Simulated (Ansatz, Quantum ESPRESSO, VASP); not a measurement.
**Code comparison for SnSe₂ (P-3m1, 3 atoms in the cell)**

Self-consistent single point, at a second geometry (lattice scaled by 0.98). First geometry:

```xyz
3
Lattice="1.9050 -3.2996 0.0000 1.9050 3.2996 0.0000 0.0000 0.0000 6.1400" Properties=species:S:1:pos:R:3 pbc="T T T"
Sn     0.0000     0.0000     0.0000
Se     1.9050     1.0999     1.5350
Se     1.9050    -1.0999     4.6050
```

Shared settings, as Ansatz (a program for electronic structure) writes them: kpoints.mp_grid.grid = 7 7 4; scf.occupations.method = fermi_dirac; scf.occupations.width = 0.05 eV. Potentials and cutoffs stand in the table.

```
code                                                          model  ΔF from the first geometry (meV/atom)  pressure (GPa)  largest force (eV/Å)  gap on the mesh (eV)  cutoff
----------------  -------------------------------------------------  -------------------------------------  --------------  --------------------  --------------------  ------
VASP                        PBE, VASP's PBE PAW potentials (set 64)                                   76.4           10.87                 1.395                 0.856  300 eV
Quantum ESPRESSO  PBE, SSSP 1.1.2 efficiency (PBE) pseudopotentials                                   76.6           11.07                 1.404                 0.851   40 Ry
Ansatz                                       PBE, default PAW files                                   75.1           10.87                 1.373                 0.866  420 eV
```

Gaps are read on the mesh.

The spread over the programs that give each value: ΔF from the first geometry within 1.5 meV/atom; pressure within 0.20 GPa; largest force within 0.031 eV/Å; gap on the mesh within 0.015 eV.

Ansatz's pressure is given at a fixed set of plane waves, as the other plane-wave codes print theirs; with its correction for the finite basis it is 10.91 GPa.

VASP's run is marked for a possible Pulay error in its stress at this cutoff; no cutoff test was made.

The starting cell has typed, rounded lattice constants, without a prior relaxation at this level. For this run, on top of that: lattice scaled by 0.98.

Left out of this page: ABINIT, GPAW, CP2K, Elk, FLEUR and SIESTA (not drawn, or without a comparable value).

Keys are those of Ansatz 0.2.
